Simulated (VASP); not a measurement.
An input for Ansatz (written as the equivalent of a VASP run, and not itself run):

Ansatz 0.2 input:
```yaml
crystal:
  lattice:
    - [3.2323142, 0.0000000, 0.0000000]
    - [0.0000000, 3.2323142, 0.0000000]
    - [0.0000000, 0.0000000, 3.2323142]
  atoms:
    - { symbol: Sc, position: [0.0000000, 0.0000000, 0.0000000] }
    - { symbol: S, position: [0.5000000, 0.5000000, 0.5000000] }
kpoints:
  mp_grid: { grid: [13, 13, 13] }
hamiltonian:
  xc: pbe
  pseudopotentials: { kind: paw }
scf:
  occupations: { method: tetrahedron }
  max_iter: 100
output: { forces: true, stress: true, eigenvalues: true }
```

**Question.** Write the VASP files for the same calculation (PBE).

**Answer.** This is not unique; one that fits is 
File POSCAR:
```
ScS
3.2323140
  1.0000000567   0.0000000000   0.0000000000
  0.0000000000   1.0000000567   0.0000000000
  0.0000000000   0.0000000000   1.0000000567
Sc S
1 1
direct
  0.0000000000   0.0000000000   0.0000000000
  0.5000000000   0.5000000000   0.5000000000
```

### KPOINTS
```
K-points
0
Gamma
  13 13 13
0 0 0
```

### INCAR
```
SYSTEM  =  ScS
PREC  =  Accurate; ENCUT  =  400; LREAL  =  .FALSE.
LASPH  =  .TRUE.
EDIFF  =  1E-7; NELM  =  100; ALGO  =  Normal
LMAXMIX  =  4
ISMEAR  =  -5
GGA  =  PE
ISIF  =  2
LWAVE  =  .FALSE.; LCHARG  =  .TRUE.; LORBIT  =  11
NEDOS  =  601
```

POTCAR, in this order: Sc_sv S (PBE.64 set). Program: vasp_std.

What does not carry over: each code has its own PAW files, so the cut-off isn't converted (ENCUT is set for VASP's; basis.ecutwfc is left out, and Ansatz then takes the one that its files recommend); Ansatz stops its SCF on the density residual and VASP on the energy change (EDIFF).

The structure was generated: ScS was put into the CsCl type type (Pm-3m), which need not be its known phase. It was relaxed first, which changed the volume by -26 %.
